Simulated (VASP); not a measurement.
Data:

```
BaTiO3
1.0
    3.93358     0.00000     0.00000
    0.00000     3.93358     0.00000
    0.00000     0.00000     3.93358
Ba Ti O
1 1 3
Direct
  0.00000   0.00000   0.00000
  0.50000   0.50000   0.50000
  0.50000   0.00000   0.50000
  0.00000   0.50000   0.50000
  0.50000   0.50000   0.00000
```

Level of theory: PBE GGA with D3 dispersion (zero damping), VASP's PBE PAW potentials (set 64) (plane waves; VASP). Run with 520 eV cut-off, 6×6×6 Γ-centred mesh, Gaussian smearing of 0.050 eV, potentials Ba_sv Ti_sv O.

**Question.** The job: BaTiO3 (cubic perovskite), 5 atoms, PBE-D3 (zero damping), static run, 520 eV, 6×6×6 Γ-centred mesh. Roughly how much core time does it take on a busy server core?

**Answer.** About 20 core-seconds (one run on a shared machine, a rough figure). It had 20 irreducible k-points, 24 bands, up to 1662 plane waves and 18 electronic steps.

The compound is BaTiO3 in the cubic perovskite structure, the ideal cubic form; the compound distorts at low or room temperature. This cell is one point of a volume scan, at 0.94 of the reference volume.
